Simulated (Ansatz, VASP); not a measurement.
# Zr3MoF in VASP and in Ansatz

Contents of INCAR:

```
PREC = Accurate
ENCUT = 520
EDIFF = 1E-7
ISMEAR = 0
SIGMA = 0.1
LREAL = F
LASPH = T
NELM = 150
ALGO = Normal
ISIF = 2
LWAVE = F
LCHARG = F
ISPIN = 2
MAGMOM = 0 0 0 1 0
LORBIT = 11
LMAXMIX = 4
GGA = PE
NBANDS = 40
```

The input KPOINTS:

```
regular mesh
0
Gamma
  4 4 4
```

File POSCAR:

```
Zr3MoF
1.0
    4.4699795900      0.0000000000      0.0000000000
    0.0000000000      4.4699795900      0.0000000000
    0.0000000000      0.0000000000      4.4699795900
Zr Mo F
3 1 1
Direct
    0.5000000000      0.0000000000      0.0000000000
    0.0000000000      0.5000000000      0.0000000000
    0.0000000000      0.0000000000      0.5000000000
    0.0000000000      0.0000000000      0.0000000000
    0.5000000000      0.5000000000      0.5000000000
```

Input for Ansatz:

```yaml
crystal:
  lattice:
    - [4.46997959, 0.0, 0.0]
    - [0.0, 4.46997959, 0.0]
    - [0.0, 0.0, 4.46997959]
  atoms:
    - { symbol: Zr, position: [0.5, 0.0, 0.0] }
    - { symbol: Zr, position: [0.0, 0.5, 0.0] }
    - { symbol: Zr, position: [0.0, 0.0, 0.5] }
    - { symbol: Mo, position: [0.0, 0.0, 0.0], spin: 1.0 }
    - { symbol: F, position: [0.5, 0.5, 0.5] }
basis:
  ecutwfc: 420
kpoints:
  mp_grid: { grid: [4, 4, 4] }
hamiltonian:
  xc: pbe
scf:
  occupations: { method: gaussian, width: 0.1 }
  lower_state_search: "off"
output:
  forces: true
  stress: true
  eigenvalues: true
  populations: true
magnetization:
  spin_polarized: true
```

Change from the starting cell: species swapped into the RbCaBr3 type (Pm-3m, No. 221).

Alike in both runs: task single point; functional PBE; k mesh 4 × 4 × 4; occupations gaussian, width 0.1 eV; collinear spin.

|  | VASP | Ansatz |
| --- | --- | --- |
| version | VASP 6.6.1 | Ansatz 0.2.0 |
| potentials or method | VASP PAW PBE potentials, release 64 (Zr_sv, Mo_sv, F) | scalar-relativistic, plane waves, PAW |
| plane-wave cutoff (eV) | 520 | 420 |
| valence electrons in the cell | 57 | 57 |

|  | VASP | Ansatz | Ansatz less VASP |
| --- | --- | --- | --- |
| gap on the k mesh at the Fermi level (eV) | none | none | - |
| net moment per atom (μB) | 0.00 | 0.00 | 0.000 |

A gap of «none» marks a metal or a gap that the smearing closes. The functional is the same, so the differences come from potentials, cutoffs and numerics. Ansatz warned: «seeded_moment_not_kept».
